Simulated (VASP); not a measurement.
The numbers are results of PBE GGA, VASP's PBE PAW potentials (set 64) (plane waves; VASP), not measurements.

Input for VASP

### INCAR
```
SYSTEM = Pt16F
PREC = Normal
ENCUT = 400
EDIFF = 1E-6
NELM = 100
ALGO = Normal
LREAL = .FALSE.
LASPH = .TRUE.
ISMEAR = 1
SIGMA = 0.1
GGA = PE
LMAXMIX = 6
LWAVE = .FALSE.
LCHARG = .FALSE.
NELMIN = 4
LDIPOL = .TRUE.
IDIPOL = 3
DIPOL = 0.5 0.5 0.5
LVHAR = .TRUE.
LORBIT = 11
```

File KPOINTS:
```
kpoints
0
G
5 5 1
```

### POSCAR
```
Pt16F
21.0374350
  0.2666576893   0.0000000000   0.0000000000
  0.1333288687   0.2309323449   0.0000000000
  0.0000000000   0.0000000000   1.0000000174
Pt F
16 1
Cartesian
  0.0000009389   0.0000005421   0.3354451986
  0.1333279057   0.0000005421   0.3354451986
  0.0666644343   0.1154650883   0.3354451986
  0.1999932790   0.1154661724   0.3345608708
  0.0666645597   0.0384888011   0.4446364025
  0.1999934042   0.0382049322   0.4454137034
  0.1330831563   0.1540969080   0.4454137034
  0.2669036763   0.1540969080   0.4454137034
  0.2670123821   0.0767725169   0.5515676463
  0.1329739011   0.0767725169   0.5515676463
  0.3333219983   0.1924435438   0.5569761457
  0.1999931537   0.1928532525   0.5515676463
  0.3986154902   0.2301407585   0.6618772442
  0.2680287809   0.2301407585   0.6618772442
  0.3333221238   0.1170493451   0.6618772442
  0.1999932790   0.1154661724   0.6586737508
  0.0666645597   0.0384888011   0.7412366042
```

POTCAR, in this order: Pt F (PBE.64 set). Program: vasp_std. Read from the step before: WAVECAR.

What VASP printed:

**OSZICAR**
```
       N       E                     dE             d eps       ncg     rms          rms(c)
DAV:   1    -0.958461593978E+02   -0.95846E+02   -0.62244E-02  1560   0.888E-01    0.169E+00
DAV:   2    -0.101790136438E+03   -0.59440E+01   -0.15212E+01  1536   0.175E+01    0.214E+01
DAV:   3    -0.958256033812E+02    0.59645E+01   -0.60956E+00  1644   0.148E+01    0.186E+00
DAV:   4    -0.958291442455E+02   -0.35409E-02   -0.20628E-01  1128   0.144E+00    0.988E-01
DAV:   5    -0.958278151628E+02    0.13291E-02   -0.22162E-02  1136   0.628E-01    0.564E-01
DAV:   6    -0.958256371320E+02    0.21780E-02   -0.10192E-02  1168   0.402E-01    0.213E-01
DAV:   7    -0.958256466973E+02   -0.95653E-05   -0.18641E-03  1156   0.164E-01    0.167E-01
DAV:   8    -0.958255243387E+02    0.12236E-03   -0.67811E-04  1136   0.104E-01    0.736E-02
DAV:   9    -0.958255040313E+02    0.20307E-04   -0.14921E-04  1136   0.532E-02    0.542E-02
DAV:  10    -0.958255137830E+02   -0.97517E-05   -0.61751E-05  1156   0.354E-02    0.713E-02
DAV:  11    -0.958254998487E+02    0.13934E-04   -0.21056E-05  1092   0.203E-02    0.447E-02
DAV:  12    -0.958254935665E+02    0.62822E-05   -0.18798E-05   968   0.182E-02    0.177E-02
DAV:  13    -0.958254930306E+02    0.53589E-06   -0.58699E-06   656   0.986E-03
   1 F= -.95825493E+02 E0= -.95813859E+02  d E =-.349021E-01
```

OUTCAR:
```
------------------------ aborting loop because EDIFF is reached ----------------------------------------
  FORCE on cell =-STRESS in cart. coord.  units (eV):
  Direction    XX          YY          ZZ          XY          YZ          ZX
  --------------------------------------------------------------------------------------
  Total      -14.5326883    -14.5326898     -0.9906124     -0.0000015      0.0000000      0.0000000
  in kB      -40.6105896    -40.6105937     -2.7681976     -0.0000042      0.0000000      0.0000000
  external PRESSURE =     -27.9964603 kB  Pullay stress =       0.0000000 kB
  volume of cell :      573.35
      direct lattice vectors                 reciprocal lattice vectors
     5.609793805  0.000000000  0.000000000     0.178259671 -0.102918283  0.000000000
     2.804897409  4.858224195  0.000000000     0.000000000  0.205836528  0.000000000
     0.000000000  0.000000000 21.037435366     0.000000000  0.000000000  0.047534311
 POSITION                                       TOTAL-FORCE (eV/Angst)
 -----------------------------------------------------------------------------------
      0.00002      0.00001      7.05691        -0.010658     -0.006153     -0.009539
      2.80488      0.00001      7.05691         0.010658     -0.006153     -0.009539
      1.40245      2.42909      7.05691         0.000000      0.012307     -0.009539
      4.20735      2.42911      7.03830         0.000000     -0.000000     -0.016025
      1.40245      0.80971      9.35401         0.000000     -0.000000      0.004710
      4.20735      0.80373      9.37036         0.000000      0.009734     -0.006729
      2.79973      3.24180      9.37036         0.008430     -0.004867     -0.006729
      5.61497      3.24180      9.37036        -0.008430     -0.004867     -0.006729
      5.61726      1.61510     11.60357        -0.003927      0.002267      0.002353
      2.79743      1.61510     11.60357         0.003927      0.002267      0.002353
      7.01224      4.04852     11.71735         0.000000     -0.000000      0.001298
      4.20734      4.05714     11.60357        -0.000000     -0.004534      0.002353
      8.38585      4.84157     13.92420        -0.011860     -0.006847      0.000089
      5.63864      4.84157     13.92420         0.011860     -0.006847      0.000089
      7.01224      2.46242     13.92420         0.000000      0.013694      0.000089
      4.20735      2.42911     13.85681         0.000000     -0.000000      0.028440
      1.40245      0.80971     15.59372         0.000000     -0.000000      0.023054
 -----------------------------------------------------------------------------------
    total drift:                                0.009697      0.005601     -0.001226
  FREE ENERGIE OF THE ION-ELECTRON SYSTEM (eV)
  ---------------------------------------------------
  free  energy   TOTEN  =       -95.8254930306 eV

  energy  without entropy=      -95.7905909046  energy(sigma->0) =      -95.81385899

 total charge

# of ion       s       p       d       tot
------------------------------------------
    1        0.620   0.436   7.995   9.051
    2        0.620   0.436   7.995   9.051
    3        0.620   0.436   7.995   9.051
    4        0.620   0.425   7.999   9.043
    5        0.616   0.572   8.016   9.204
    6        0.610   0.558   8.022   9.189
    7        0.610   0.558   8.022   9.189
    8        0.610   0.558   8.022   9.189
    9        0.614   0.567   8.034   9.215
   10        0.614   0.567   8.034   9.215
   11        0.626   0.596   7.977   9.198
   12        0.614   0.567   8.034   9.215
   13        0.593   0.455   8.003   9.052
   14        0.593   0.455   8.003   9.052
   15        0.593   0.455   8.003   9.052
   16        0.618   0.437   8.034   9.089
   17        1.784   4.249   0.000   6.032
--------------------------------------------------
tot         11.573  12.327 128.185 152.084
```
(Selected blocks of OUTCAR.)

At this cut-off the stress carries a Pulay error, which pulls relaxed volumes low.

The cell is a thin slab with vacuum, built from Pt (fcc): (111) face, F adsorbed.
